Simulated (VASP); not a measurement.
Data:

```
ZnSe
1.0
    0.00000     2.78623     2.78623
    2.78623     0.00000     2.78623
    2.78623     2.78623     0.00000
Zn Se
1 1
Cartesian
  0.00000   0.00000   0.00000
  1.39312   1.39312   1.39312
```

Calculation: LDA (Ceperley-Alder, Perdew-Zunger), VASP's LDA PAW potentials (set 64) (plane waves; VASP). Settings: 530 eV cut-off, 7×7×7 Γ-centred mesh, Gaussian smearing of 0.050 eV, potentials Zn Se.

Give the elastic stiffness tensor with the ions relaxed (GPa, in the frame of the cell).

```tsv
	xx	yy	zz	yz	xz	xy
xx	97.6	59.3	59.3	0.0	0.0	0.0
yy	59.3	97.6	59.3	0.0	0.0	0.0
zz	59.3	59.3	97.6	0.0	0.0	0.0
yz	0.0	0.0	0.0	42.5	0.0	0.0
xz	0.0	0.0	0.0	0.0	42.5	0.0
xy	0.0	0.0	0.0	0.0	0.0	42.5
```

What does the run give for the Hill bulk modulus, Hill shear modulus, Young's modulus, Poisson's ratio?

```json
{
 "hill_bulk_modulus": "72.1 GPa",
 "hill_shear_modulus": "30.9 GPa",
 "Young's modulus": "81.0 GPa",
 "Poisson's ratio": "0.313"
}
```

Measured: C11 85.9 GPa (computed value off by +13.6 %), C12 50.6 GPa (computed value off by +17.3 %), C44 40.6 GPa (computed value off by +4.8 %), as given by Oses et al., (2018), arXiv:1811.08464. The calculation is for a static lattice, while the measured C11, C12, C44 hold thermal and zero-point effects, which are part of the difference.

The compound is ZnSe in the zinc blende structure. It was relaxed first, which changed the volume by -5 %.
